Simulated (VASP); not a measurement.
Level of theory: LDA (Ceperley-Alder, Perdew-Zunger), VASP's LDA PAW potentials (set 64) (plane waves; VASP).

A VASP calculation is set up with these files.

**KPOINTS**
```
Automatic mesh
0
Gamma
10 10 10
0 0 0
```

File POSCAR:
```
PdIn
1
    3.2187053528     0.0000000000    -0.0000000000
    0.0000000000     3.2187053528    -0.0000000000
    0.0000000000     0.0000000000     3.2187053528
In Pd
1 1
Direct
  0.5000000000   0.5000000000   0.5000000000
  0.0000000000   0.0000000000   0.0000000000
```

INCAR:
```
# general
SYSTEM   =  PdIn
PREC     =  Accurate
ENCUT    =  400
LREAL    =  F   # projection in real space or not
LASPH    =  T   # aspherical one-centre terms

# electronic loop
EDIFF    =  1E-6   # SCF stop (eV)
NELM     =  100   # most electronic steps
ALGO     =  Normal
LMAXMIX  =  4   # l cut-off of mixed one-centre charges

# smearing
ISMEAR   =  1
SIGMA    =  0.1   # width (eV)

# ions
IBRION   =  2   # conjugate gradients
NSW      =  60
ISIF     =  3   # ions, shape and volume
EDIFFG   =  -0.01

# output
LWAVE    =  F
LCHARG   =  F
```

POTCAR, in this order: In_d Pd (LDA.64 set). Program: vasp_std.

What VASP printed:

OUTCAR:
```
 ion  position               nearest neighbor table
   1  0.500  0.500  0.500-   2 2.79   2 2.79   2 2.79   2 2.79   2 2.79   2 2.79   2 2.79   2 2.79
  LATTYP: Found a simple cubic cell.
 ALAT       =     3.2187053528
 Subroutine PRICEL returns:
 Original cell was already a primitive cell.
 Subroutine GETGRP returns: Found 48 space group operations
The static configuration has the point symmetry O_h .
The dynamic configuration has the point symmetry O_h .
 Subroutine INISYM returns: Found 48 space group operations
 Subroutine IBZKPT returns following result:
 Found     56 irreducible k-points:

 Following reciprocal coordinates:
            Coordinates               Weight
  0.000000  0.000000  0.000000      1.000000
  0.100000  0.000000  0.000000      6.000000
  0.200000  0.000000  0.000000      6.000000
  0.300000  0.000000  0.000000      6.000000
  0.400000  0.000000  0.000000      6.000000
  0.500000  0.000000  0.000000      3.000000
  0.100000  0.100000  0.000000     12.000000
  0.200000  0.100000  0.000000     24.000000
  0.300000  0.100000  0.000000     24.000000
  0.400000  0.100000  0.000000     24.000000
  0.500000  0.100000  0.000000     12.000000
  0.200000  0.200000  0.000000     12.000000
  0.300000  0.200000  0.000000     24.000000
  0.400000  0.200000  0.000000     24.000000
  0.500000  0.200000  0.000000     12.000000
  0.300000  0.300000  0.000000     12.000000
  0.400000  0.300000  0.000000     24.000000
  0.500000  0.300000  0.000000     12.000000
  0.400000  0.400000  0.000000     12.000000
  0.500000  0.400000  0.000000     12.000000
  0.500000  0.500000  0.000000      3.000000
  0.100000  0.100000  0.100000      8.000000
  0.200000  0.100000  0.100000     24.000000
  0.300000  0.100000  0.100000     24.000000
  0.400000  0.100000  0.100000     24.000000
  0.500000  0.100000  0.100000     12.000000
  0.200000  0.200000  0.100000     24.000000
  0.300000  0.200000  0.100000     48.000000
  0.400000  0.200000  0.100000     48.000000
  0.500000  0.200000  0.100000     24.000000
  0.300000  0.300000  0.100000     24.000000
  0.400000  0.300000  0.100000     48.000000
  0.500000  0.300000  0.100000     24.000000
  0.400000  0.400000  0.100000     24.000000
  0.500000  0.400000  0.100000     24.000000
  0.500000  0.500000  0.100000      6.000000
  0.200000  0.200000  0.200000      8.000000
  0.300000  0.200000  0.200000     24.000000
  0.400000  0.200000  0.200000     24.000000
  0.500000  0.200000  0.200000     12.000000
   k-points           NKPTS =     56   k-points in BZ     NKDIM =     56   number of bands    NBANDS=     15
   number of dos      NEDOS =    301   number of ions     NIONS =      2
   total plane-waves  NPLWV =  13824
   dimension x,y,z NGX =    24 NGY =   24 NGZ =   24
   dimension x,y,z NGXF=    48 NGYF=   48 NGZF=   48
   ions per type =               1   1
   PREC   = accura    normal or accurate (medium, high low for compatibility)
   ISTART =      0    job   : 0-new  1-cont  2-samecut
   ICHARG =      2    charge: 1-file 2-atom 10-const
   ISPIN  =      1    spin polarized calculation?
   LNONCOLLINEAR =      F non collinear calculations
   LSORBIT =      F    spin-orbit coupling
   INIWAV =      1    electr: 0-lowe 1-rand  2-diag
   ENCUT  =  400.0 eV  29.40 Ry    5.42 a.u.   5.25  5.25  5.25*2*pi/ulx,y,z
   NELM   =    100;   NELMIN=  2; NELMDL= -5     # of ELM steps
   EDIFF  = 0.1E-05   stopping-criterion for ELM
   LREAL  =      F    real-space projection
   NLSPLINE    = F    spline interpolate recip. space projectors
   LMAXMIX     =    4 max onsite mixed and CHGCAR
   VOSKOWN=      0    Vosko Wilk Nusair interpolation
...
```

### OSZICAR
```
       N       E                     dE             d eps       ncg     rms          rms(c)
DAV:   1     0.147933456818E+03    0.14793E+03   -0.96733E+03  1702   0.169E+03
DAV:   2    -0.402894855597E+01   -0.15196E+03   -0.14776E+03  1764   0.382E+02
DAV:   3    -0.109448795277E+02   -0.69159E+01   -0.68762E+01  2163   0.886E+01
DAV:   4    -0.110640350168E+02   -0.11916E+00   -0.11901E+00  1994   0.109E+01
DAV:   5    -0.110701810156E+02   -0.61460E-02   -0.61459E-02  2618   0.223E+00    0.769E+00
DAV:   6    -0.108552494814E+02    0.21493E+00   -0.56465E-01  1995   0.109E+01    0.355E+00
DAV:   7    -0.108094054249E+02    0.45844E-01   -0.86265E-02  2248   0.585E+00    0.163E+00
DAV:   8    -0.107990951613E+02    0.10310E-01   -0.23443E-02  2023   0.147E+00    0.435E-01
DAV:   9    -0.107979326583E+02    0.11625E-02   -0.20015E-03  2170   0.859E-01    0.818E-02
DAV:  10    -0.107979023817E+02    0.30277E-04   -0.50019E-05  2313   0.123E-01    0.380E-02
DAV:  11    -0.107979006329E+02    0.17488E-05   -0.44490E-06  1945   0.223E-02    0.855E-03
DAV:  12    -0.107979006132E+02    0.19665E-07   -0.21885E-07  1078   0.579E-03
   1 F= -.10797901E+02 E0= -.10797423E+02  d E =-.107979E+02
       N       E                     dE             d eps       ncg     rms          rms(c)
DAV:   1    -0.107989683292E+02   -0.10677E-02   -0.22870E-02  1841   0.274E+00    0.230E-01
DAV:   2    -0.107980126940E+02    0.95564E-03   -0.42273E-03  1750   0.898E-01    0.721E-02
DAV:   3    -0.107979081156E+02    0.10458E-03   -0.33771E-04  2252   0.360E-01    0.309E-02
DAV:   4    -0.107978903912E+02    0.17724E-04   -0.46462E-05  2501   0.128E-01    0.303E-02
DAV:   5    -0.107978889495E+02    0.14417E-05   -0.22386E-06  1795   0.159E-02    0.131E-02
DAV:   6    -0.107978885222E+02    0.42724E-06   -0.74834E-07  1309   0.139E-02
   2 F= -.10797889E+02 E0= -.10797413E+02  d E =0.120910E-04
       N       E                     dE             d eps       ncg     rms          rms(c)
DAV:   1    -0.107983226462E+02   -0.43370E-03   -0.87578E-03  1820   0.170E+00    0.141E-01
DAV:   2    -0.107979572575E+02    0.36539E-03   -0.16062E-03  1757   0.554E-01    0.449E-02
DAV:   3    -0.107979175710E+02    0.39687E-04   -0.12743E-04  2231   0.221E-01    0.191E-02
DAV:   4    -0.107979106658E+02    0.69052E-05   -0.17880E-05  2438   0.789E-02    0.185E-02
DAV:   5    -0.107979101331E+02    0.53264E-06   -0.68542E-07   903   0.925E-03
   3 F= -.10797910E+02 E0= -.10797433E+02  d E =-.951992E-05
```

OUTCAR:
```
------------------------ aborting loop because EDIFF is reached ----------------------------------------
  FORCE on cell =-STRESS in cart. coord.  units (eV):
  Direction    XX          YY          ZZ          XY          YZ          ZX
  --------------------------------------------------------------------------------------
  Total        0.0011794      0.0011794      0.0011794     -0.0000000      0.0000000     -0.0000000
  in kB        0.0567104      0.0567104      0.0567104     -0.0000000      0.0000000     -0.0000000
  external PRESSURE =       0.0567104 kB  Pullay stress =       0.0000000 kB
  volume of cell :       33.32
      direct lattice vectors                 reciprocal lattice vectors
     3.217921363  0.000000000  0.000000000     0.310759614 -0.000000000  0.000000000
     0.000000000  3.217921363  0.000000000    -0.000000000  0.310759614 -0.000000000
    -0.000000000  0.000000000  3.217921363    -0.000000000 -0.000000000  0.310759614
 POSITION                                       TOTAL-FORCE (eV/Angst)
 -----------------------------------------------------------------------------------
      1.60896      1.60896      1.60896         0.000000      0.000000      0.000000
      0.00000      0.00000      0.00000        -0.000000     -0.000000      0.000000
 -----------------------------------------------------------------------------------
    total drift:                                0.000000      0.000000     -0.000000
  FREE ENERGIE OF THE ION-ELECTRON SYSTEM (eV)
  ---------------------------------------------------
  free  energy   TOTEN  =       -10.7979101331 eV

  energy  without entropy=      -10.7964788519  energy(sigma->0) =      -10.79743304

 reached required accuracy - stopping structural energy minimisation
```
(Selected blocks of OUTCAR.)

### CONTCAR
```
PdIn
   1.00000000000000
     3.2179213625108845    0.0000000000000000    0.0000000000000000
     0.0000000000000000    3.2179213625108845    0.0000000000000000
    -0.0000000000000000    0.0000000000000000    3.2179213625108845
  In              Pd
     1     1
Direct
     0.5000000000000000    0.5000000000000000    0.5000000000000000
     0.0000000000000000    0.0000000000000000    0.0000000000000000
```

**OUTCAR**
```
 val. band max:       11.1836530568   @ k =   0.5000   0.4000   0.3000

 cond. band min:      11.2297342230   @ k =   0.4000   0.3000   0.2000


 Fermi energy:        11.1892751721

 k-point     1 :       0.0000    0.0000    0.0000
  band No.  band energies     occupation
      1      -3.9832      2.00000
      2      -3.9832      2.00000
      3      -3.5058      2.00000
      4      -3.5058      2.00000
      5      -3.5058      2.00000
      6       0.4974      2.00000
      7       6.9766      2.00000
      8       6.9766      2.00000
      9       8.6421      2.00000
     10       8.6421      2.00000
     11       8.6421      2.00000
     12      15.2503      0.00000
     13      15.2503      0.00000
     14      15.2503      0.00000
     15      20.9632      0.00000

 k-point     2 :       0.1000    0.0000    0.0000
  band No.  band energies     occupation
      1      -3.9762      2.00000
      2      -3.9441      2.00000
      3      -3.5175      2.00000
      4      -3.5175      2.00000
      5      -3.5020      2.00000
      6       0.6632      2.00000
      7       6.9750      2.00000
      8       7.0048      2.00000
      9       8.5097      2.00000
     10       8.5097      2.00000
     11       8.6328      2.00000
     12      14.2115      0.00000
     13      15.5912      0.00000
     14      15.5912      0.00000
     15      21.3262      0.00000

 k-point     3 :       0.2000    0.0000    0.0000
  band No.  band energies     occupation
      1      -3.9578      2.00000
      2      -3.8422      2.00000
      3      -3.5481      2.00000
      4      -3.5481      2.00000
      5      -3.4919      2.00000
      6       1.1589      2.00000
      7       6.9706      2.00000
      8       7.0129      2.00000
      9       8.1993      2.00000
     10       8.1993      2.00000
     11       8.6081      2.00000
     12      12.3447     -0.00000
     13      16.5249      0.00000
     14      16.5249      0.00000
     15      21.4284      0.00000
...
```

Unless said otherwise, spin-orbit coupling is left out, though it shifts the bands of the heavy elements here.

The compound is PdIn in the CsCl type structure. This run relaxes it. Symmetry was kept, so distortions that lower it aren't found. The start is the result of an earlier pass. The electron count is odd and the run is not spin-polarised, which forces a metal.
